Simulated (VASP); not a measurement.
Level of theory: PBE GGA, VASP's PBE PAW potentials (set 64) (plane waves; VASP 6.6.1). For the first row: Settings: 400 eV cut-off, 9×9×9 Γ-centred mesh, tetrahedra with Blöchl corrections, potentials Ga_d P.

| system | energy (eV/atom) |
|---|---|
| GaP (zinc blende) | -4.5629 |
| Ga (alpha) | -2.9037 |
| P (black) | -5.3761 |

The references are the elements' solids at the same level; no temperature or zero-point terms are added.   Without a dispersion term in the relaxation, distances and binding between the weakly bound layers, chains or molecules are unreliable, and so is what depends on them.

Question: What is the formation energy per atom of GaP?

Answer: The references average (1×(-2.9037) + 1×(-5.3761))/2 = -4.1399 eV, so the formation energy is -4.5629 − (-4.1399) = -0.423 eV/atom.
